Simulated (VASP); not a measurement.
Runs of VASP 6.6.1 on H2. The cell holds a molecule in a box, 2 atoms: a = 10.000 Å, b = 10.500 Å, c = 11.000 Å, α = 90.00°, β = 90.00°, γ = 90.00°. 

```csv
level,potentials or basis,cutoff (eV),smearing,gap on the mesh (eV),largest force (eV/Å)
r2SCAN,"VASP PAW PBE potentials, release 64 (H)",520,gaussian 0.02 eV,10.91,(a)
PBEsol,"VASP PAW PBE potentials, release 64 (H)",520,gaussian 0.5 eV,9.98,-
PBEsol,"VASP PAW PBE potentials, release 64 (H)",520,gaussian 0.02 eV,9.98,-
PBEsol,"VASP PAW PBE potentials, release 64 (H)",700,gaussian 0.02 eV,9.98,0.01
PBEsol,"VASP PAW PBE potentials, release 64 (H_h)",900,gaussian 0.02 eV,9.98,-
```

Alike in all rows: task single point; no spin polarisation; cell as given; k mesh 1 × 1 × 1.

**Question.** Estimate the missing entries.

**Answer.** (a) 0.58.

Caveats: the PAW data sets were made with another functional, which shifts forces and pressure a little.

